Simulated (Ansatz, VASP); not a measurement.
## One calculation of CdSiN2, two programs

```
Cd N Si
1.0
     3.03399    0.00000    0.00000
     0.00000    3.03399    0.00000
     0.00000    0.00000    5.11023
Cd N Si
1 2 1
Direct
  0.00000 0.00000 0.00000
  0.00000 0.50000 0.31974
  0.50000 0.00000 0.68026
  0.50000 0.50000 0.50000
```

The cell was built by a generator and needn't be a form met in nature.

Alike in both runs: task single point; functional PBE; k mesh 8 × 8 × 6; occupations fermi-dirac, width 0.02 eV; no spin polarisation.

```csv
,VASP,Ansatz
version,VASP 6.6.1,Ansatz 0.2.0
potentials or method,"VASP PAW PBE potentials, release 64 (Cd, N, Si)","plane waves, PAW"
plane-wave cutoff (eV),520,420
valence electrons in the cell,26,34
```

|  | VASP | Ansatz | Ansatz less VASP |
| --- | --- | --- | --- |
| gap on the k mesh at the Fermi level (eV) | 1.18 | 1.16 | -0.025 |
| pressure (GPa) | 5.3 | 4.6 | -0.73 |
| largest component of the traceless stress (GPa) | 0.07 | 0.31 | +0.236 |
| rms of the force components (eV/Å) | 0.009 | 0.038 | +0.0298 |

The functional is the same, so the differences come from potentials, cutoffs and numerics. The two sets of potentials don't hold the same shells in valence.

A k mesh can miss the band edges.
